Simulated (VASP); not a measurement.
An input for Ansatz (written as the equivalent of a VASP run, and not itself run):

Ansatz 0.2 input:
```yaml
crystal:
  lattice:
    - [-1.4198504, 1.4198504, 1.4198504]
    - [1.4198504, -1.4198504, 1.4198504]
    - [1.4198504, 1.4198504, -1.4198504]
  atoms:
    - { symbol: Fe, position: [0.0000000, 0.0000000, 0.0000000], spin: 2.7 }
kpoints:
  mp_grid: { grid: [18, 18, 18] }
hamiltonian:
  xc: r2scan
  pseudopotentials: { kind: paw }
magnetization: { spin_polarized: true }
scf:
  occupations: { method: methfessel_paxton, width: 0.1 }
  max_iter: 100
relax:
  max_steps: 40
  f_tol: 0.02
  cell: { p_target: 5 }
output: { forces: true, stress: true, eigenvalues: true }
```

Question: Write the VASP files for the same calculation (r2SCAN).

Answer: One answer among several that fit: 
POSCAR:
```
Fe
1.0
 -1.4198503746   1.4198503746   1.4198503746
  1.4198503746  -1.4198503746   1.4198503746
  1.4198503746   1.4198503746  -1.4198503746
Fe
1
direct
  0.0000000000   0.0000000000   0.0000000000
```

### INCAR
```
MAGMOM = 2.7
LMIXTAU = .TRUE.
PSTRESS = 50   # kbar
NELM = 100
LASPH = .TRUE.
LORBIT = 10
ISMEAR = 1
PREC = Accurate
ENCUT = 500
LCHARG = .FALSE.
METAGGA = R2SCAN
ISIF = 3   # ions, shape and volume
LREAL = .FALSE.
ISPIN = 2   # spin-polarised
SYSTEM = Fe
SIGMA = 0.1
NSW = 40   # most ionic steps
LWAVE = .FALSE.
ALGO = Normal   # blocked Davidson
IBRION = 2
LMAXMIX = 4   # l cut-off of mixed one-centre charges
EDIFF = 1E-6   # SCF stop (eV)
EDIFFG = -0.02   # ionic stop
```

**KPOINTS**
```
Automatic mesh
0
Gamma
18 18 18
0 0 0
```

POTCAR, in this order: Fe (PBE.64 set). Program: vasp_std.

Limits of the translation: each code has its own PAW files, so the cut-off isn't converted (ENCUT is set for VASP's; basis.ecutwfc is left out, and Ansatz then takes the one that its files recommend); Ansatz stops its SCF on the density residual and VASP on the energy change (EDIFF).

The compound is Fe in the bcc structure. It was relaxed first under an external pressure of 5 GPa.
